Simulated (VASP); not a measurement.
# Relaxed cell volume of zinc-blende BN from LDA to r2SCAN, with and without dispersion terms, against the diffraction cell

I have to choose the functional that sets the cell of cubic BN before any phonon, band-gap or interface calculation is built on it. The material is of interest for heat spreaders and wide-gap electronics, and an error in its volume passes on to vibrational frequencies, to the gap and to the misfit strain on a substrate. For each functional the cell and atoms are relaxed at zero pressure on a static lattice, and the volume is given as a percentage deviation from the diffraction cell of 5.91 Å³ per atom; a positive sign means that the computed cell is too large. My second question is how far a dispersion term moves the volume of a crystal held together by strong covalent bonds.

## Method

The start is the cell of a diffraction database, 5.91 Å³ per atom, whose temperature is that of the entry, mostly ambient. VASP 6.6.1, plane waves with PAW, cutoff 560 eV; cell and atoms fully relaxed at zero pressure at each level, static lattice, no spin polarisation, no spin-orbit coupling. All ran on AMD EPYC 7R43 64-Core Processor (Zen 3), shared with other work, so times are rough. All levels use the PAW data sets made with PBE. Non-spherical gradient terms inside the PAW spheres (LASPH) are on in the rows so marked and off in the others; they change results slightly and raise the cost.

Notes on method and selection:

- The diffraction cell holds zero-point and thermal expansion, typically 0.5 to 2 % in volume at room temperature, which a static relaxation lacks.
- Crystals whose PBE volume lies more than 1.5 % under or 25 % over the diffraction cell, or whose cell differs by over 0.3 % from another measurement, were left out.
- Non-spherical gradient terms in the PAW spheres (LASPH) were on for r2SCAN with and without rVV10, and off for LDA, PBE, RPBE, AM05, PBE + D3(BJ) and PBE + D4; this difference bears on volumes and cost.
- Runs that did not converge, have known faults or may not be shown are not listed, and runs on Ansatz's PAW sets soft_1 and soft_2 are kept to separate tables.

Columns:

- volume error (%): relaxed volume relative to the diffraction cell.
- volume (Å³/atom): relaxed volume per atom.
- cost per step (core-s): processor time per ionic step of the relaxation.

Input lines of one member:

```
PREC = Accurate
ENCUT = 560
EDIFF = 1E-06
NELM = 100
ISMEAR = -1
SIGMA = 0.05
LREAL = .FALSE.
ALGO = Normal
GGA = CA
NBANDS = 10
LORBIT = 11
KPAR = 2
IBRION = 2
NSW = 60
ISIF = 3
```

Command (options for logging and memory left out): `mpirun -np 2 vasp_std`

## Results

| member | volume error (%) | volume (Å³/atom) | cost per step (core-s) | remark |
| --- | --- | --- | --- | --- |
| RPBE | 2.447 | 6.050 | 4.5 |  |
| r2SCAN | −0.138 | 5.897 | 24 | LASPH on |
| PBE + D3(BJ) | −0.671 | 5.866 | 4.6 |  |
| r2SCAN + rVV10 | ? | ? | 31 |  |
| AM05 | −0.817 | 5.857 | 6.9 |  |
| LDA | −2.487 | 5.758 | 7.6 |  |
| PBE | 0.836 | 5.955 | 4.1 |  |
| PBE + D4 | −0.648 | 5.867 | 9 |  |

Cells marked ? are withheld until the estimate has been made.

## What drives the series

The volume error rises from −2.487 % with LDA through AM05, the two dispersion-corrected PBE levels, r2SCAN and PBE to 2.447 % with RPBE, a span of 2.447 − (−2.487) = 4.934 %. Theory gives the reason for the order of LDA, PBE and RPBE. Gradient corrections to exchange favour inhomogeneous densities, which weakens the overbinding of LDA and lengthens the bond. RPBE raises exchange more steeply with the gradient than PBE does and so expands the cell further, while AM05 is built to stay closer to LDA where the density varies slowly.

Dispersion terms are not negligible here. D3(BJ) moves the PBE volume by −0.671 − 0.836 = −1.507 %, and D4 by −0.648 − 0.836 = −1.484 %. In length this is about 1.5 / 3 = 0.5 %. The pairwise attraction grows as atoms approach, so it acts as an inward pressure; damping weakens it at the bond distance, but many further neighbours contribute in so dense a crystal.

Taken at face value, r2SCAN is nearest to the diffraction cell (−0.138 %) and LDA is farthest, with RPBE almost as far on the other side. The measured cell, however, contains zero-point and thermal expansion, typically 0.5 to 2 %, so a faultless static calculation should give an error between about −0.5 and −2 %. AM05 and both dispersion-corrected PBE levels fall in that range, r2SCAN lies slightly above it, and RPBE becomes the worst level. I would therefore not rank r2SCAN above PBE + D3(BJ) for this cell, and the latter costs 4.6 instead of 24 core-s per ionic step, though part of that gap comes from LASPH.

## Predicting the missing value

Plain estimates from the members shown:

- r2SCAN + rVV10, mean of the 7 members shown: −0.211 %, standard deviation 1.4

The mean of the seven members, −0.211 %, mixes LDA with RPBE and says nothing about a dispersion term, so I start from r2SCAN at −0.138 %. Adding rVV10 should shrink the cell. The full PBE shift of about −1.5 % would be too much, because r2SCAN already describes part of the intermediate-range attraction that PBE lacks, and rVV10 is fitted to supply only the remainder.

My working assumption is that a functional and its matched dispersion term together reach about the same total attraction, whichever functional is underneath. The two corrected PBE levels then give the target, (−0.671 − 0.648) / 2 = −0.66 %. The implied shift from r2SCAN is −0.66 + 0.138 = −0.52 %, about a third of the PBE shift.

Predicting PBE + D4 from PBE + D3(BJ) in this way misses by only 0.023 %, but both share the same base functional, so that trial is too easy to set the error bar. I take instead an even spread of shifts from zero to twice the implied one, which has a standard deviation of 0.52 / √3 = 0.30 %. LASPH is on for r2SCAN and off for the PBE levels; for such light elements I expect this to matter by roughly 0.1 % in volume, which the error bar covers.

**Committed estimate, r2SCAN + rVV10: volume error = −0.7 ± 0.3 %.**

## How the estimate fared

| member | volume error (%) | volume (Å³/atom) | cost per step (core-s) | remark |
| --- | --- | --- | --- | --- |
| r2SCAN + rVV10 | −0.365 | 5.884 | 31 | LASPH on |

| member | estimate | volume error (%) | computed | estimate − computed | miss in error bars |
| --- | --- | --- | --- | --- | --- |
| r2SCAN + rVV10 | committed | −0.700 | −0.365 | −0.335 | 1.1 |
| r2SCAN + rVV10 | mean | −0.211 | −0.365 | +0.154 |  |

The estimate of −0.7 ± 0.3 % falls just outside its error bar: the computed value is −0.365 %, a miss of 0.335 %. The mean of the other members missed by only 0.154 %, and the r2SCAN value left unchanged would have missed by 0.227 %, so my correction made the estimate worse.

The sign was right, since rVV10 does shrink the cell. The size was not: the shift is −0.365 + 0.138 = −0.227 %, less than half of the −0.52 % that I had assumed. My premise that each functional with its matched dispersion term reaches the same total attraction fails here.

The shift is also only 0.227 / 1.507 = 0.15 of what D3(BJ) does to PBE. This fits the view that r2SCAN already holds much of the intermediate-range attraction, so that rVV10 is damped strongly at bond distances. The form of the dispersion term changes together with the functional, however, so the small shift can't be credited to r2SCAN alone.

## Departures from the trend

RPBE and LDA stand apart from the other six levels, which all lie between −0.817 and 0.836 %. The mean of all eight is (−0.211 × 7 − 0.365) / 8 = −0.230 %; RPBE lies 2.447 + 0.230 = 2.677 % above it and LDA 2.487 − 0.230 = 2.257 % below.

Both departures have the sign expected of the functional. RPBE favours strong density gradients more than PBE does, which weakens the bonds of a dense solid, and LDA overbinds. The relaxations ended with very little leftover pressure, so incomplete relaxation isn't the cause; the forces on the atoms are no test here, since symmetry makes them vanish at any volume. The PAW data sets made with PBE are a small inconsistency for the other functionals, but I would not expect them to produce shifts of 2 %.

The allowance for zero-point and thermal expansion makes the two cases unequal. Against a static target of roughly −0.5 to −2 %, LDA is too small by about 0.5 to 2 %, whereas RPBE is too large by about 3 to 4 %.

## Computational cost

An ionic step takes 24 core-s with r2SCAN and 4.1 with PBE, a ratio of 24 / 4.1 = 5.9, part of which is due to LASPH. With rVV10 the step takes 31 core-s, too close to plain r2SCAN for a firm statement on shared hosts. The LDA step shows how rough the times are: at 7.6 core-s it appears dearer than PBE, although LDA needs no gradient terms.

For this volume the extra time buys little that the measured cell can confirm. PBE + D3(BJ), at 4.6 core-s, and r2SCAN + rVV10 differ by 0.671 − 0.365 = 0.306 % in volume, which is less than the uncertainty of the expansion allowance. For the cell alone I would take PBE + D3(BJ), though AM05 and PBE + D4 also fall within the static target; r2SCAN would have to earn its cost through other properties.

## Summary

For cubic BN, D3(BJ) or D4 lowers the PBE volume by about 1.5 %, while rVV10 lowers the r2SCAN volume by about 0.2 %. A dispersion shift should therefore not be carried from one functional to another. For a functional of a new kind I have no rule better than the mean, with a scatter of about 1.4 %.

In units of practice, the cubic lattice constant is $a = (8V)^{1/3}$, with $V$ the volume per atom. PBE + D3(BJ) gives (8 × 5.866)^(1/3) = 3.607 Å and RPBE (8 × 6.050)^(1/3) = 3.644 Å, a difference of 1.0 % in length that would enter directly as misfit strain.

The main omitted effect is zero-point expansion, which outweighs thermal expansion at room temperature in so light and stiff a crystal. At roughly 1 % in volume it is smaller than the full spread of the table but large enough to change which of the middle levels comes closest to experiment. These findings concern one crystal that had passed a filter on its PBE volume, and they aren't a general ranking of functionals.

[Logs are printed without paths, hosts, clocks, repeated set-up lines and the standing remarks that a program may print on its own settings, such as how far it seeks lower states.]
